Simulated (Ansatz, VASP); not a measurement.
# HfTeSe: VASP beside Ansatz, part 2 of 2

Aim: how closely do two programs agree when they are given the same cell, functional and k mesh? The cell is taken from a series of runs on this material, whose earlier steps may have relaxed, scaled, displaced or heated it; both programs get it as it stands.

VASP 6.6.1 and Ansatz 0.2.0.

So far: The structure; VASP: zone-centre phonons, PBEsol.

## Step 3: Ansatz: zone-centre phonons, PBEsol

Level of this step: Ansatz beside VASP: Kohn-Sham DFT, plane waves, PBEsol (Ansatz).

Ansatz runs on its PAW soft_1 files.

The same cell, functional, mesh and smearing now go to Ansatz, which takes its cutoff from its data sets.

The input, input.yaml:

```yaml
crystal:
  lattice:
    - [3.8306221352, 0.0, 0.0]
    - [-1.9153110676, 3.3174160813, 0.0]
    - [0.0, 0.0, 30.0]
  atoms:
    - { symbol: Hf, position: [0.0, 0.0, 0.3364732849] }
    - { symbol: Se, position: [0.3333333333, 0.6666666667, 0.385223365] }
    - { symbol: Te, position: [0.6666666667, 0.3333333333, 0.2749700168] }
  periodic: [true, true, false]
kpoints:
  mp_grid: { grid: [12, 12, 1] }
hamiltonian:
  xc: pbesol
  pseudopotentials: { kind: paw, azcp: { folder: soft_1 }, xc_functional: pbe }
scf:
  occupations: { method: methfessel_paxton, width: 0.2 }
output:
  eigenvalues: true
phonons:
  method: dfpt
```

Launch:

```console
ansatz run input.yaml --threads 4 --pin off --max-ram 16384MiB --backend cpu --events-out ev --progress --plain --runs-dir out
```

Numbers of over 12 decimals in the logs are rounded to 6 here.

What it wrote:

```text
Engine: ansatz 0.2.0, x86_64-unknown-linux-gnu
Pseudopotentials: kind: paw
Pseudopotential: Hf, paw, valence charge 26, recommended cutoff 420 eV (normal), soft_1/Hf.paw.azcp
Pseudopotential: Se, paw, valence charge 16, recommended cutoff 420 eV (normal), soft_1/Se.paw.azcp
Pseudopotential: Te, paw, valence charge 16, recommended cutoff 420 eV (normal), soft_1/Te.paw.azcp
Functional definition: PBEsol
  exchange = pbesol_x
  correlation = pbesol_c
Crystal: 3 atoms, lattice volume = 381.233 Å³
Basis set: ecut = 420 eV, 7445 PW (Γ), exchange–correlation on 54×54×432 points (8 copies of the dense FFT grid, shifted against one another)
Bands: 35, of which v1, the nominal top of the filled ones, is band 29 counted from 1 (28 counted from 0)
Symmetry: 6 space group operations
k-points: 43 of 144 (irreducible under 2 space group operations, time reversal used)
Non-local potential: Hf, projectors of the file, l = 0: 3, l = 1: 2, l = 2: 2, l = 3: 3
Non-local potential: Se, projectors of the file, l = 0: 2, l = 1: 2, l = 2: 3, l = 3: 1
Non-local potential: Te, projectors of the file, l = 0: 2, l = 1: 2, l = 2: 2, l = 3: 1
PAW form: soft (Blöchl's): semilocal exchange-correlation on the pseudo side does not see the compensation charge
PAW frozen core: Hf, regenerated for the run's functional, and the local potential with it (the file was generated under x = pbe(κ = 0.804, μ = 0.219515), c = pbe(β = 0.066725))
PAW frozen core: Se, regenerated for the run's functional, and the local potential with it (the file was generated under x = pbe(κ = 0.804, μ = 0.219515), c = pbe(β = 0.066725))
PAW frozen core: Te, regenerated for the run's functional, and the local potential with it (the file was generated under x = pbe(κ = 0.804, μ = 0.219515), c = pbe(β = 0.066725))
PAW one-centre angular grid: Hf, 590 points (default); XC on 64 Gauss nodes
PAW one-centre angular grid: Se, 590 points (default); XC on 64 Gauss nodes
PAW one-centre angular grid: Te, 590 points (default); XC on 64 Gauss nodes
Initial density: superposition of atomic densities (neutral atoms: chi_scale 0, normalization atom)
Initial wavefunctions: pseudopotential atomic-orbital guess
Functional: x = pbesol(κ = 0.804, μ = 0.123457), c = pbesol(β = 0.046)
iter 1 solved again at ethr=2.45e-3 eV; its pass at ethr=3.10e-3 eV (dr2=1.42e0 eV) is discarded
SCF iter   1: F=—  HF=-27928.139296 eV  |F-HF|=—  |Δ(HF+E_count)|=         —  Δρ=1.59e-2  dr2=1.43e0  ethr=2.45e-3  ⟨swp⟩=1.0  Hψ=10670  notcnv=0
preconditioner: auto → LDOS  [insulator: Δε(μ)=0.202 eV  Ē_g=11.599 eV  σ=0.200 eV  W_gap=0.74  n_scr=48 (ndim 8)  ℏωp=10.4 eV  f_vac=0.760  D(μ)=0.28/eV (n_scr^D=2)  ε∞_Penn≈1.8  β→1.0]
SCF iter   2: F=—  HF=-27928.257988 eV  |F-HF|=—  |Δ(HF+E_count)|=   1.19e-1  S|Δr|=    0.00e0  Δρ=1.52e-2  dr2=1.65e0  ethr=2.45e-3  ⟨swp⟩=4.7  Hψ=4595  notcnv=0  defer=27
SCF iter   3: F=—  HF=-27927.738195 eV  |F-HF|=—  |Δ(HF+E_count)|=   5.20e-1  S|Δr|=    0.00e0  Δρ=2.69e-3  dr2=5.48e-2  ethr=2.45e-3  ⟨swp⟩=4.2  Hψ=3926  notcnv=0  defer=50
SCF iter   4: F=—  HF=-27927.724046 eV  |F-HF|=—  |Δ(HF+E_count)|=   1.41e-2  S|Δr|=    0.00e0  Δρ=1.16e-3  dr2=1.71e-2  ethr=9.45e-5  ⟨swp⟩=2.9  Hψ=3268  notcnv=0  defer=50
SCF iter   5: F=—  HF=-27927.720666 eV  |F-HF|=—  |Δ(HF+E_count)|=   3.38e-3  S|Δr|=    0.00e0  Δρ=3.69e-4  dr2=1.13e-3  ethr=2.94e-5  ⟨swp⟩=3.4  Hψ=2802  notcnv=0  defer=50
SCF iter   6: F=—  HF=-27927.720694 eV  |F-HF|=—  |Δ(HF+E_count)|=   2.80e-5  S|Δr|=    0.00e0  Δρ=1.11e-4  dr2=2.23e-5  ethr=1.95e-6  ⟨swp⟩=2.8  Hψ=2838  notcnv=0  defer=50
SCF iter   7: F=—  HF=-27927.720707 eV  |F-HF|=—  |Δ(HF+E_count)|=   1.29e-5  S|Δr|=    0.00e0  Δρ=3.38e-5  dr2=4.67e-6  ethr=3.85e-8  ⟨swp⟩=3.4  Hψ=3491  notcnv=0  defer=50
SCF iter   8: F=—  HF=-27927.720785 eV  |F-HF|=—  |Δ(HF+E_count)|=   7.80e-5  S|Δr|=    0.00e0  Δρ=1.38e-5  dr2=4.16e-7  ethr=8.05e-9  ⟨swp⟩=3.0  Hψ=2979  notcnv=0  defer=50
SCF iter   9: F=—  HF=-27927.720786 eV  |F-HF|=—  |Δ(HF+E_count)|=   1.34e-6  S|Δr|=    0.00e0  Δρ=4.56e-6  dr2=3.82e-8  ethr=7.18e-10  ⟨swp⟩=3.0  Hψ=2914  notcnv=0  defer=50
SCF iter  10: F=—  HF=-27927.720786 eV  |F-HF|=—  |Δ(HF+E_count)|=   3.16e-7  S|Δr|=    0.00e0  Δρ=9.26e-7  dr2=4.49e-9  ethr=6.59e-11  ⟨swp⟩=3.0  Hψ=2938  notcnv=0  defer=50
SCF iter  11: F=—  HF=-27927.720786 eV  |F-HF|=—  |Δ(HF+E_count)|=   1.71e-8  S|Δr|=    0.00e0  Δρ=2.64e-7  dr2=1.47e-10  ethr=7.74e-12  ⟨swp⟩=3.6  Hψ=3317  notcnv=0  defer=50
SCF iter  12: F=—  HF=-27927.720786 eV  |F-HF|=—  |Δ(HF+E_count)|=   4.04e-9  S|Δr|=    0.00e0  Δρ=8.02e-8  dr2=2.45e-11  ethr=1.00e-12  ⟨swp⟩=2.0  Hψ=1973  notcnv=0  defer=50
SCF iter  13: F=-27927.720786 eV  HF=-27927.720786 eV  |F-HF|=4.00e-11  |Δ(HF+E_count)|=   1.43e-9  S|Δr|=    0.00e0  Δρ=2.01e-8  dr2=1.57e-12  ethr=1.00e-12  ⟨swp⟩=22.0  Hψ=11573  notcnv=0
SCF 1 converged in 13 iterations: F = -27927.720786 eV  dr2 = 1.57e-12
  greatest PAW one-centre occupation: 1.000 electrons in one spin orbital (limit 2), on the Se atom at site 1 (counted from 0), in its partial waves of l = 2
DFPT response loops at Γ: preconditioner auto → none (partly filled bands, converged f_vac=0.768); β = 0.50; Broyden in place of MSR1
SCF converged after 13 iterations
Stability not checked: this state was not tested for a lower state beside it, because cold or Methfessel-Paxton smearing, or corrected tetrahedra, fill the levels in a way that the test cannot read (fill_not_monotonic; see scf.lower_state_search)
Free energy (F): -27927.720786 eV
Harris-Foulkes:  -27927.720786 eV  (|F-HF|=4.00e-11)
Internal energy: -27927.719636 eV  (E = F + TS)
E sigma→0 (E₀):  -27927.720499 eV
Entropy (-TS):   -0.001150 eV (-0.383 meV/atom)
Fermi energy:    -4.827919 eV
--- Per-component energies (eV) ---
  E_band       = -1697.002295
  E_kinetic    = 689.658855
  E_local      = -154645.738613  (includes V_loc(G=0)·N_el)
  E_nonlocal   = -217.165916
  E_hartree    = 76785.075319
  E_xc         = -469.606537
  E_vxc        = -445.451974  (∫ρ·V_xc dr)
  E_paw        = -14257.003696  (= ΣΔE_a)
  E_vpaw       = -648.455280  (= ΣTr[D̂ρ^β])
  E_aug_tail   = -0.000192  (compensation charges beyond the density's cutoff)
  E_ewald      = 64184.426824
  E_core_change = 2.634319  (= ΣΔE_core)
  E_smearing   = -0.001150  (= −TS)
  E_closure    = 0.000000  (closes the sum)
  Σ components = -27927.720786   (vs F -27927.720786, Δ=0.00e0)
--- Band table (eV; the first three rows and the last of 43) ---
  k-point 0: bands = [... 25 lower, -7.7429, -6.5616, -4.5967, -4.5967, -3.9350, -3.9350, -3.5374, -1.3508, ... 2 higher]
  k-point 1: bands = [... 25 lower, -7.7209, -6.3775, -5.3700, -4.9551, -3.8891, -3.5576, -3.2459, -1.2248 (-1.2248°), ... 2 higher]
  k-point 2: bands = [... 25 lower, -7.6743, -6.6254, -6.0784, -5.4209, -4.0965, -3.0583, -2.9045, -1.4865 (-1.4864°), ... 2 higher]
  k-point 42: bands = [... 25 lower, -8.2428, -7.7282, -7.3653, -6.7653, -3.5261, -3.0185, -2.2170, -1.2789, ... 2 higher]
  ° read free of the cell's end (the report's vacuum.weakly_bound_levels)
--- Phonons (Γ-DFPT): 6 representative perturbations + reference, on 43 of 144 k-points (Σ response iterations 27) ---
  k mesh reduced under 2 symmetry operations, with k and −k counted as one. Each operation leaves every solved perturbation unchanged. A smaller set is not used because it would not reduce the number of displacements times k-points to solve
  ASR residual: 1.278e-4 → 0.000e0 eV/Å²; symmetrization residual: 1.520e-5 eV/Å²
  ASR residual per site (eV/Å²): 1.28e-4 2.93e-5 1.78e-5
  Γ frequencies (cm⁻¹): 0.00 0.00 0.00 90.58 90.58 140.45 140.45 159.28 206.11
  non-analytic LO–TO correction: not included (Born effective charges unavailable; polar crystals: no LO–TO splitting at Γ)
```

Reading the cycles: dr2 is the Hartree energy of the density residual (eV), the measure of convergence; HF is the Harris–Foulkes estimate of the energy, which meets the free energy F at convergence.

## Step 4: Differences

Known differences besides the potentials themselves: Ansatz cuts the interaction across the vacuum, VASP repeats the sheet without a dipole correction; the data sets hold 58 valence electrons in Ansatz (on its PAW soft_1 files) and 22 in VASP; the cutoff is 420 eV in Ansatz and 500 eV in VASP; Ansatz makes its cores anew for this functional, VASP keeps those of its PBE data sets. Total energies have different zeros and are not compared.

Both answers:

| quantity | Ansatz | VASP | difference |
| --- | --- | --- | --- |
| optical mode 1 to 2 (cm⁻¹) | 90.6 | 90.2 | +0.43 % |
| optical mode 3 to 4 (cm⁻¹) | 140.4 | 140.3 | +0.12 % |
| optical mode 5 (cm⁻¹) | 159.3 | 159.6 | -0.18 % |
| optical mode 6 (cm⁻¹) | 206.1 | 206.0 | +0.03 % |

Modes are paired by rising frequency, not by their patterns, so a pair may set unlike modes beside each other; they are those without the splitting of longitudinal modes. Where the cell holds vacuum, a pressure given here is an average over it and none of the material.

## Step 5: Results

```json
{"r.m.s. difference of the optical zone-centre modes, each program's sorted by frequency (zone-centre phonons, PBEsol)": "0.27 cm⁻¹"}
```

The r.m.s. difference of the optical zone-centre modes, each program's sorted by frequency is 0.27 cm⁻¹ (zone-centre phonons, PBEsol). The data sets hold unlike numbers of valence electrons (58 in Ansatz and 22 in VASP), so part of the differences may come from the potentials. How closely two codes agree says nothing of how well the functional describes the real material.

[Lines on the potential files, build, host, timing and source positions are cut from VASP's logs without a mark.]

[Logs are printed without paths, hosts, clocks, repeated set-up lines and the standing remarks that a program may print on its own settings, such as how far it seeks lower states.]

[Hosts, paths, dates, database ids (printed as entryN), source tags and the programs' standing remarks are cut or masked in the printed files.]
